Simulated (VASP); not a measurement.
Write the native input for VASP 6.6.1 that does the following.

* Task: relaxation of cell and atoms
* Functional: PBE
* Potentials or basis: VASP PAW PBE potentials, release 64 (In_d, Ga_d, O)
* Cutoff: 520 eV
* k mesh: 4 × 4 × 4
* Occupations: gaussian, width 0.15 eV
* Spin: no spin polarisation
* Further INCAR settings: PREC = Normal; ALGO = Fast; EDIFF = 0.0001; IBRION = 2; EDIFFG = -0.08; NSW = 24; ISIF = 3

The structure of InGaO2 lies in POSCAR:

```
InGaO2
1.0
    4.2312743300      0.0000000000      0.0000000000
   -2.1156371600      3.6643910600      0.0000000000
    0.0000000000      0.0000000000      4.4877377000
In Ga O
1 1 2
Direct
    0.0000000000      0.0000000000      0.0000000000
    0.0000000000      0.0000000000      0.5000000000
    0.3333333300      0.6666666700      0.0000000000
    0.6666666700      0.3333333300      0.0000000000
```

The cell was built by a generator and needn't be a form met in nature.

The input as run:

INCAR

```
  PREC = Normal
  ENCUT = 520
  EDIFF = 1E-4
  ISMEAR = 0
  SIGMA = 0.15
  LREAL = F
  LASPH = T
  NELM = 60
  ALGO = Fast
  ISIF = 3
  LWAVE = F
  LCHARG = F
  GGA = PE
  IBRION = 2
  NSW = 24
  EDIFFG = -0.08
```

KPOINTS

```
regular mesh
0
Gamma
  4 4 4
```

Potentials or basis: VASP PAW PBE potentials, release 64 (In_d, Ga_d, O).

Run with:

```console
$ cat potpaw_PBE.64/In_d/POTCAR potpaw_PBE.64/Ga_d/POTCAR potpaw_PBE.64/O/POTCAR > POTCAR
$ mpirun -np 1 vasp_std > vasp.out
```

Results of the run:

The relaxed volume is 18.39 Å³/atom and the relaxed cell is a = 3.934 Å, b = 3.934 Å, c = 5.489 Å, α = 90.00°, β = 90.00°, γ = 120.00°. The space group after relaxing (to 0.05 Å) is P6/mmm (No. 191), the energy gained by relaxing is 437.4 meV/atom and the ionic steps are 6. The pressure after relaxing is 0.4 GPa and the band gap on the k mesh is none (metal or under the smearing width).

Caveat: the k mesh is coarse (spacing up to 0.43 Å⁻¹), so the values aren't converged.

It took 68 s on 1 thread of Intel(R) Xeon(R) Platinum 8488C (Sapphire Rapids), with other jobs on the host, peak memory 0.15 GiB.
